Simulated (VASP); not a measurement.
# Al2Cl with BLYP: from relaxation to properties, part 5 of 5

What structure does Al2Cl take at this level, and what are its properties? The cell is generated by rule, not measured, and may not be a known phase. Left out of this account: 1 further run (elastic: elastic constants of a metal on too coarse a mesh).

VASP 6.6.1, plane waves and PAW; the level of theory is named at each step.

Still holding for the runs below: This run has no spin polarisation. Its electron count is odd, so without a moment it is a metal by construction. The k-mesh is coarse for a metal.

So far. Step 7 (Core levels (BLYP)): Atoms of one element give levels within 0.1 eV of each other. Step 8 (Zone-centre phonons (BLYP)): The three acoustic modes lie within 0.5 cm⁻¹ of zero, but 2 optical modes are imaginary, so the cell is a saddle point and not a minimum. By the characters of their eigenvectors the optical modes sort into (cm⁻¹) infrared active: Eu 104i, Eu 39, A2u 80; silent: Bu 46. B labels carry no number here, since it depends on the setting of the axes.

### 10. Bands along the symmetry lines (HSE06)

This step: HSE06; plane waves and PAW (Al, Cl); invented cell (VASP 6.6.1).

HSE06 mixes in a quarter of exact exchange at short range, at far higher cost; in semiconductors this cures much of the gap error, while metals seldom gain.

Input file INCAR:

```
SYSTEM = Al2Cl
PREC = Accurate
ENCUT = 400
EDIFF = 1E-06
NELM = 100
ISMEAR = 0
SIGMA = 0.05
LREAL = .FALSE.
ALGO = Normal
LHFCALC = .TRUE.
AEXX = 0.25
GGA = PE
HFSCREEN = 0.2
LASPH = .TRUE.
PRECFOCK = Fast
LORBIT = 11
LWAVE = .FALSE.
LCHARG = .FALSE.
```

Input file POSCAR:

```
Al2Cl
1.0
    5.4532658600      0.0000000000      0.0000000000
    0.0000000000      5.4532658600      0.0000000000
    0.0000000000      0.0000000000      2.9692341786
Al Cl
2 1
Direct
    0.5000000000      0.0000000000      0.0000000000
    0.0000000000      0.5000000000      0.0000000000
    0.0000000000      0.0000000000      0.0000000000
```

Input file KPOINTS:

```
Automatic mesh
0
Gamma
3 3 5
0 0 0
```

Input file KPOINTS_OPT:

```
Line mode
10
Line-mode
Reciprocal
  0.00000000   0.00000000   0.00000000 GAMMA
  0.00000000   0.50000000   0.00000000 X

  0.00000000   0.50000000   0.00000000 X
  0.50000000   0.50000000   0.00000000 M

  0.50000000   0.50000000   0.00000000 M
  0.00000000   0.00000000   0.00000000 GAMMA

  0.00000000   0.00000000   0.00000000 GAMMA
  0.00000000   0.00000000   0.50000000 Z

  0.00000000   0.00000000   0.50000000 Z
  0.00000000   0.50000000   0.50000000 R

  0.00000000   0.50000000   0.50000000 R
  0.50000000   0.50000000   0.50000000 A

  0.50000000   0.50000000   0.50000000 A
  0.00000000   0.00000000   0.50000000 Z

  0.00000000   0.50000000   0.00000000 X
  0.00000000   0.50000000   0.50000000 R

  0.50000000   0.50000000   0.00000000 M
  0.50000000   0.50000000   0.50000000 A
```

PAW data sets: Al and Cl (PBE family, release 64).

The run starts from files that an earlier step left in the folder.

On the command line:

```console
$ mpirun -np 1 vasp_std
```

What it wrote:

```text
[banner, memory and clock lines left out]
running    1 mpi-ranks, on    1 nodes
 distrk:  each k-point on    1 cores,    1 groups
 distr:  one band on    1 cores,    1 groups

 POSCAR found type information on POSCAR AlCl
 POSCAR found :  2 types and       3 ions
 LDA part: xc-table for (Slater+PW92), standard interpolation
 found WAVECAR, reading the header
 POSCAR, INCAR and KPOINTS ok, starting setup
 FFT: planning ... GRIDC
 FFT: planning ... GRID_SOFT
 FFT: planning ... GRID
 reading WAVECAR
 the WAVECAR file was read successfully
 initial charge from wavefunction
 entering main loop
       N       E                     dE             d eps       ncg     rms          rms(c)
DAV:   1    -0.991513192414E+01   -0.99151E+01   -0.99439E-01   248   0.575E+00    0.131E+01
DAV:   2    -0.992008825227E+01   -0.49563E-02   -0.17177E-02   198   0.101E+00    0.862E+00
DAV:   3    -0.991800870932E+01    0.20795E-02   -0.21002E-03   196   0.352E-01    0.526E+00
DAV:   4    -0.991734768998E+01    0.66102E-03   -0.90809E-04   198   0.202E-01    0.313E+00
DAV:   5    -0.991711362112E+01    0.23407E-03   -0.13024E-04   194   0.704E-02    0.184E+00
DAV:   6    -0.991702981263E+01    0.83808E-04   -0.50353E-05   190   0.408E-02    0.106E+00
DAV:   7    -0.991700337319E+01    0.26439E-04   -0.19048E-05   192   0.253E-02    0.605E-01
DAV:   8    -0.991699532518E+01    0.80480E-05   -0.61696E-06   190   0.148E-02    0.339E-01
DAV:   9    -0.991699315633E+01    0.21689E-05   -0.17224E-06   108   0.857E-03    0.196E-01
DAV:  10    -0.991699260589E+01    0.55044E-06   -0.87559E-07   100   0.670E-03
   1 F= -.99169926E+01 E0= -.99162196E+01  d E =-.154601E-02
 Start KPOINTS_OPT (optional k-point list driver)
k-point batch [1-9\90]
       N       E                     dE             ncg
DAV:   1    -0.157921339520E+03   -0.74818E+03      180
DAV:   2    -0.438528709398E+03   -0.28061E+03      238
DAV:   3    -0.510771939859E+03   -0.72243E+02      214
DAV:   4    -0.516756104980E+03   -0.59842E+01      216
DAV:   5    -0.516830400065E+03   -0.74295E-01      202
DAV:   6    -0.516832265366E+03   -0.18653E-02      216
DAV:   7    -0.516832332301E+03   -0.66935E-04      210
DAV:   8    -0.516832335368E+03   -0.30673E-05      158
DAV:   9    -0.516832335570E+03   -0.20210E-06      126
[...]
k-point batch [82-90\90]
       N       E                     dE             ncg
DAV:   1    -0.582249176028E+02   -0.31309E+04      180
DAV:   2    -0.376742840456E+03   -0.31852E+03      242
DAV:   3    -0.442660667853E+03   -0.65918E+02      214
DAV:   4    -0.446566233700E+03   -0.39056E+01      210
DAV:   5    -0.446621487412E+03   -0.55254E-01      240
DAV:   6    -0.446622700013E+03   -0.12126E-02      224
DAV:   7    -0.446622734855E+03   -0.34842E-04      248
DAV:   8    -0.446622735864E+03   -0.10094E-05      174
DAV:   9    -0.446622735926E+03   -0.61986E-07      144
```

Elapsed: 13 min, on 1 MPI rank of Intel Xeon Platinum 8375C at 2.90GHz (Ice Lake), shared host; peak memory 0.29 GiB.

OUTCAR, selected parts (step 10):

```text
   k-points           NKPTS =      9   k-points in BZ     NKDIM =     45   number of bands    NBANDS=     10

   NELECT =      13.0000    total number of electrons

  exchange ACFDT corr.  =         0.00000000  see jH, gK, PRB 81, 115126

 E-fermi :   3.3160

 k-point     1 :       0.0000    0.0000    0.0000
  band No.  band energies     occupation
    ...
      2      -4.0922      2.00000
      3      -4.0922      2.00000
      4      -3.8985      2.00000
      5      -2.4487      2.00000
      6       0.2617      2.00000
      7       3.8830      0.00000
      8       3.8830      0.00000
      9       6.9569      0.00000
     10       7.1595      0.00000

 POSITION                                       TOTAL-FORCE (eV/Angst)
 -----------------------------------------------------------------------------------
      2.72663      0.00000      0.00000         0.000000      0.000000      0.000000
      0.00000      2.72663      0.00000         0.000000      0.000000      0.000000
      0.00000      0.00000      0.00000         0.000000      0.000000      0.000000
 -----------------------------------------------------------------------------------
    total drift:                               -0.000000      0.000000     -0.000000

  FREE ENERGIE OF THE ION-ELECTRON SYSTEM (eV)
  ---------------------------------------------------
  free  energy   TOTEN  =        -9.9169926059 eV

  energy  without entropy=       -9.9154465949  energy(sigma->0) =       -9.91621960

[... 7 parts as in an earlier step ...]

[... 9 further parts left out ...]
```

The k-mesh is coarse for exact exchange; levels may shift by about 0.1 eV on a finer one.

This step gave:

```yaml
scf_cycles: 10
free_energy_toten: -9.917 eV
energy_at_zero_smearing: -9.916 eV
fermi_energy: 3.316 eV
```

The electronic bands at the labelled points (eV, zero at the Fermi level; # counts the bands kept, so #1 is VASP's band 2):

```
          point     #3     #4     #5     #6     #7
              Γ  -7.21  -5.76  -3.05   0.57   0.57
0.44 of the way  -6.61  -4.87  -3.05   0.00   0.10
              X  -6.43  -3.52  -3.05  -0.39  -0.25
0.56 of the way  -4.55  -3.45  -3.04  -2.30   1.13
              M  -3.33  -3.33  -3.04  -2.96   0.49
0.44 of the way  -4.91  -4.21  -3.05  -1.88   1.74
              Γ  -7.21  -5.76  -3.05   0.57   0.57
0.56 of the way  -6.45  -5.11  -4.28   1.72   1.72
              Z  -6.27  -2.84  -1.70  -1.19  -0.82
0.44 of the way  -6.26  -2.40  -1.81  -1.07  -0.86
              R  -6.24  -2.09  -1.95  -1.19  -0.14
0.44 of the way  -6.52  -2.02  -1.51  -1.18  -0.05
              A  -6.83  -1.91  -1.91   0.26   0.26
0.44 of the way  -6.62  -1.86  -1.55  -1.35  -0.39
              Z  -6.27  -2.84  -1.70  -1.19  -0.82
      jump to X  -6.43  -3.52  -3.05  -0.39  -0.25
0.44 of the way  -5.78  -4.79  -3.10   0.51   0.64
              R  -6.24  -2.09  -1.95  -1.19  -0.14
      jump to M  -3.33  -3.33  -3.04  -2.96   0.49
0.44 of the way  -5.11  -2.91  -2.91  -1.99   1.35
              A  -6.83  -1.91  -1.91   0.26   0.26
```

Of the projections kept (Al, Cl), the largest for each band there; the rest of the weight can lie on other orbitals:

```
point       #3       #4       #5       #6       #7
    Γ  Al 0.87  Al 1.00  Cl 1.00  Al 0.68  Al 0.68
    X  Al 0.92  Cl 0.73  Cl 1.00  Al 1.00  Al 1.00
    M  Cl 0.67  Cl 0.67  Cl 1.00  Al 1.00  Al 0.65
    Γ  Al 0.87  Al 1.00  Cl 1.00  Al 0.68  Al 0.68
    Z  Cl 0.95  Al 0.91  Al 0.64  Al 1.00  Al 1.00
    R  Cl 0.95  Al 1.00  Al 0.94  Al 0.80  Al 0.58
```

The electronic bands as a text plot (rows in eV, shown from -8.0 to 2.2 only):

```
    2.0 |                     *                              **
    1.5 |           **      **                       *      *
    1.1 |      **  *  *    *  *                     **     *   *
    0.7 |*    *  **    ****                           *  **     *
    0.3 | *            *       *        ****       *   *        *
   -0.2 |  ***                      ****   *     **     *      *
   -0.6 |    *        *            *    *   **         *
   -1.0 |                      ******* *      ***       *     *
   -1.4 |     *      *                **    **               *
   -1.9 |      *               ******************       *   *   *
   -2.3 |           *              * *        *       ***  *  **
   -2.7 |       ****            ***            **   ** * ** **
   -3.1 |*****************                       * *     ***
   -3.6 |    *******      *   **                 **   *   *
   -4.0 |   *   *  **                                *
   -4.4 |  *        **     * *                     *       *
   -4.8 |      *      *     * *                     *
   -5.2 | *          *     * *                              *
   -5.7 |*             ****                                  *
   -6.1 |     *       *         ******         ** ***  **
   -6.5 | ****              ****  **  ***   ***  *   **       *
   -6.9 |*             *  *****     ********       ** ***      **
   -7.4 |*****         *****   ********************  ****     ***
   -7.8 |*    *       **                            *        *
         Γ   X    M     Γ       Z    R   A     Z|X     R|M      A
```

There is no gap at this level.

### 11. Outcome

```yaml
relaxed_volume: 29.43 Å³/atom
relaxed_conventional_cell_a_b_c: 5.453, 5.453, 2.969 Å
space_group_after_relaxing_within_0p02_a: P4/mmm (No. 123)
band_gap: none, a metal
dos_at_the_fermi_level: 1.09 states/eV/cell
shallowest_level_of_the_frozen_cores: Al1 2p, 65.7 eV deep
highest_zone_centre_mode: 79.6 cm⁻¹
imaginary_zone_centre_modes: 2, down to 104i cm⁻¹
band_gap_hse06: none, a metal
```

What this shows: With BLYP, Al2Cl relaxes to 29.43 Å³/atom in space group P4/mmm and comes out as a metal. Band structure (BLYP): Of the bands kept, 2 cross the Fermi level on this path. Zone-centre phonons (BLYP): The highest mode in this list at Γ, 79.6 cm⁻¹, has its largest share on Cl (61 % of the kinetic energy). 2 modes are imaginary, down to 104.1i cm⁻¹: the energy falls along them. Bands along the symmetry lines (HSE06): Of the bands kept, 2 cross the Fermi level on this path. The other levels ran on the cell relaxed with BLYP, and without spin-orbit coupling unless named. The k-sampling is coarse for a metal, so the Fermi level, pressures and the shape of the cell carry errors. With an odd electron count and no spin the cell is a metal by construction. Imaginary modes at Γ mean that the cell would distort to a lower symmetry. No search among competing phases was made. All values are for a static lattice at zero temperature.

[Lines on the potential files, build, host, timing and source positions are cut from VASP's logs without a mark.]

[Logs are printed without paths, hosts, clocks, repeated set-up lines and the standing remarks that a program may print on its own settings, such as how far it seeks lower states.]

[Hosts, paths, dates, database ids (printed as entryN), source tags and the programs' standing remarks are cut or masked in the printed files.]

[A measured line is paired with the nearest computed mode of its activity, which favours agreement.]
